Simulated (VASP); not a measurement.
All values below come from PBEsol GGA, VASP's PBE PAW potentials (set 64) (plane waves; VASP).

VASP input:

POSCAR:
```
Al
4.2350410
  0.0000000000   0.7071067654   0.7071067654
  0.7071067654   0.0000000000   0.7071067654
  0.7071067654   0.7071067654   0.0000000000
Al
2
Cart
  1.0606601482   1.0606601482   1.0606601482
  0.7071067654   0.7071067654   0.7071067654
```

### KPOINTS
```
Automatic mesh
0
gamma
12 12 12
0 0 0
```

**INCAR**
```
SYSTEM = Al
PREC = Accurate; ENCUT = 400; LREAL = .FALSE.
LASPH = .TRUE.
EDIFF = 1E-7; NELM = 100; ALGO = Normal
ISMEAR = -5
GGA = PS
ISIF = 2
LWAVE = .FALSE.; LCHARG = .TRUE.; LORBIT = 11
NEDOS = 601
```

POTCAR, in this order: Al (PBE.64 set). Program: vasp_std.

Output of the run:

OSZICAR:
```
       N       E                     dE             d eps       ncg     rms          rms(c)
DAV:   1     0.298119897972E+00    0.29812E+00   -0.18311E+03  1008   0.511E+02
DAV:   2    -0.642595943083E+01   -0.67241E+01   -0.65668E+01  1351   0.448E+01
DAV:   3    -0.651282864002E+01   -0.86869E-01   -0.87106E-01  1414   0.701E+00
DAV:   4    -0.651333838368E+01   -0.50974E-03   -0.50913E-03  1638   0.485E-01
DAV:   5    -0.651334031862E+01   -0.19349E-05   -0.19396E-05  1407   0.204E-02    0.165E+00
DAV:   6    -0.650840788497E+01    0.49324E-02   -0.17880E-03  1372   0.257E-01    0.100E+00
DAV:   7    -0.650487076008E+01    0.35371E-02   -0.49802E-03  1232   0.443E-01    0.128E-01
DAV:   8    -0.650487769243E+01   -0.69324E-05   -0.21290E-04  1407   0.997E-02    0.319E-02
DAV:   9    -0.650487854839E+01   -0.85595E-06   -0.65526E-06  1554   0.202E-02    0.162E-02
DAV:  10    -0.650487971870E+01   -0.11703E-05   -0.74399E-07  1386   0.568E-03    0.293E-04
DAV:  11    -0.650487971923E+01   -0.53458E-09   -0.17031E-08   826   0.105E-03
   1 F= -.65048797E+01 E0= -.65048797E+01  d E =0.000000E+00
```

**OUTCAR**
```
------------------------ aborting loop because EDIFF is reached ----------------------------------------
  FORCE on cell =-STRESS in cart. coord.  units (eV):
  Direction    XX          YY          ZZ          XY          YZ          ZX
  --------------------------------------------------------------------------------------
  Total        0.0606707      0.0606707      0.0606707     -0.0000000      0.0000000      0.0000000
  in kB        1.8098057      1.8098057      1.8098057     -0.0000000      0.0000000      0.0000000
  external PRESSURE =       1.8098057 kB  Pullay stress =       0.0000000 kB
  volume of cell :       53.71
      direct lattice vectors                 reciprocal lattice vectors
     0.000000000  2.994626143  2.994626143    -0.166965750  0.166965750  0.166965750
     2.994626143  0.000000000  2.994626143     0.166965750 -0.166965750  0.166965750
     2.994626143  2.994626143  0.000000000     0.166965750  0.166965750 -0.166965750
 POSITION                                       TOTAL-FORCE (eV/Angst)
 -----------------------------------------------------------------------------------
      4.49194      4.49194      4.49194         0.000000      0.000000      0.000000
      2.99463      2.99463      2.99463        -0.000000     -0.000000     -0.000000
 -----------------------------------------------------------------------------------
    total drift:                                0.000000      0.000000     -0.000000
  FREE ENERGIE OF THE ION-ELECTRON SYSTEM (eV)
  ---------------------------------------------------
  free  energy   TOTEN  =        -6.5048797192 eV

  energy  without entropy=       -6.5048797192  energy(sigma->0) =       -6.50487972

 total charge

# of ion       s       p       d       tot
------------------------------------------
    1        0.484   0.326   0.000   0.810
    2        0.484   0.326   0.000   0.810
--------------------------------------------------
tot          0.968   0.651   0.000   1.619
```
(Selected blocks of OUTCAR.)

OUTCAR:
```
 val. band max:        2.9176370564   @ k =  -0.4167   0.3333   0.0000

 cond. band min:       2.8026800191   @ k =  -0.1667   0.1667   0.0000


 Fermi energy:         2.9014721944

 k-point     1 :       0.0000    0.0000    0.0000
  band No.  band energies     occupation
      1      -5.0590      2.00000
      2       5.0836      0.00000
      3       5.0836      0.00000
      4       5.0836      0.00000
      5       6.9078      0.00000
      6       6.9078      0.00000
      7       6.9078      0.00000

 k-point     2 :       0.0833    0.0000    0.0000
  band No.  band energies     occupation
      1      -4.9806      2.00000
      2       4.3332      0.00000
      3       4.9453      0.00000
      4       4.9453      0.00000
      5       7.0206      0.00000
      6       7.1072      0.00000
      7       7.1072      0.00000

 k-point     3 :       0.1667    0.0000    0.0000
  band No.  band energies     occupation
      1      -4.7473      2.00000
      2       3.0161      0.78233
      3       4.6678      0.00000
      4       4.6678      0.00000
      5       6.8665      0.00000
      6       7.4859      0.00000
      7       7.4859      0.00000

 k-point     4 :       0.2500    0.0000    0.0000
  band No.  band energies     occupation
      1      -4.3666      2.00000
      2       1.6797      2.00977
      3       4.4026      0.00000
      4       4.4026      0.00000
      5       6.6127      0.00000
      6       7.6586      0.00000
      7       7.6586      0.00000

 k-point     5 :       0.3333    0.0000    0.0000
  band No.  band energies     occupation
      1      -3.8592      2.00000
      2       0.4575      2.00000
      3       4.2039      0.00000
      4       4.2039      0.00000
      5       6.4005      0.00000
      6       7.5415      0.00000
      7       7.5415      0.00000

 k-point     6 :       0.4167    0.0000    0.0000
  band No.  band energies     occupation
      1      -3.2965      2.00000
...
```

For a metal the tetrahedron method with Blöchl corrections gives inexact stress and forces.

The structure was generated: Al was put into the diamond type (Fd-3m), which need not be its known phase. It was relaxed first, which changed the volume by +29 %.
